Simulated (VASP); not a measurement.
An input for Quantum ESPRESSO's pw.x (written as the equivalent of a VASP run, and not itself run):

```
&CONTROL
  calculation = 'vc-relax'
  pseudo_dir = './pseudo'
  outdir = './out'
  tprnfor = .true.
  tstress = .true.
  nstep = 60
  forc_conv_thr = 0.00039
/
&SYSTEM
  ibrav = 0
  nat = 2
  ntyp = 1
  ecutwfc = 88
  occupations = 'smearing'
  smearing = 'methfessel-paxton'
  degauss = 0.00735
  input_dft = 'pbe'
/
&ELECTRONS
  conv_thr = 7.3e-08
  electron_maxstep = 100
/
&IONS
/
&CELL
/
ATOMIC_SPECIES
  Be 9.012 Be.upf
CELL_PARAMETERS angstrom
     2.2900000    0.0000000    0.0000000
    -1.1450000    1.9831980    0.0000000
     0.0000000    0.0000000    3.5800000
ATOMIC_POSITIONS crystal
  Be   0.6666670  0.3333330  0.7500000
  Be   0.3333330  0.6666670  0.2500000
K_POINTS automatic
  16 16 9 0 0 0
```

Problem. Write the VASP files for the same calculation (PBE).

Solution. One answer among several that fit: 
POSCAR:
```
Be
1
    2.2900000000     0.0000000000     0.0000000000
   -1.1450000000     1.9831980000     0.0000000000
    0.0000000000     0.0000000000     3.5800000000
Be
2
Direct
  0.6666670000   0.3333330000   0.7500000000
  0.3333330000   0.6666670000   0.2500000000
```

**INCAR**
```
SYSTEM=Be
PREC=Accurate; ENCUT=480; LREAL=F
LASPH=T
EDIFF=1E-6; NELM=100; ALGO=Normal
ISMEAR=1; SIGMA=0.1
GGA=PE
IBRION=2; NSW=60; ISIF=3
EDIFFG=-0.01
LWAVE=F; LCHARG=F
```

File KPOINTS:
```
Automatic mesh
0
Gamma
16 16 9
0 0 0
```

POTCAR, in this order: Be (PBE.64 set). Program: vasp_std.

What does not carry over: the potentials are each code's own (VASP's PAW set, PseudoDojo norm-conserving files in pw.x), so ENCUT and ecutwfc are chosen apart and not converted; conv_thr bounds pw.x's estimated SCF error, while EDIFF bounds the energy change between steps; forc_conv_thr acts on force components and is met together with etot_conv_thr.

The compound is Be in the hcp structure. This run relaxes it. Symmetry was kept, so distortions that lower it aren't found.
